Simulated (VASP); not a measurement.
Data:

```
CELL_PARAMETERS angstrom
      0.00000     3.19500     3.19500
      3.19500     0.00000     3.19500
      3.19500     3.19500     0.00000
ATOMIC_POSITIONS crystal
  Ba 0.00000 0.00000 0.00000
  S  0.50000 0.50000 0.50000
```

Computed with PBE GGA with D3 dispersion (Becke-Johnson damping), VASP's PBE PAW potentials (set 64) (plane waves; VASP). Run with 520 eV cut-off, Gaussian smearing of 0.050 eV, potentials Ba_sv S.

Unless said otherwise, spin-orbit coupling is left out, though it shifts the bands of the heavy elements here.

### Question
What does the run give for the band gap (along the path) with the smallest direct gap where there is one?

### Answer

```
Property                                Value
------------------------------------  -------
band gap (along the path)             2.11 eV
smallest direct gap (along the path)  2.25 eV
```

The absolute energy has meaning only against runs of the same code, potentials and settings.

The compound is BaS in the rock salt structure. The cell was not relaxed at this level.
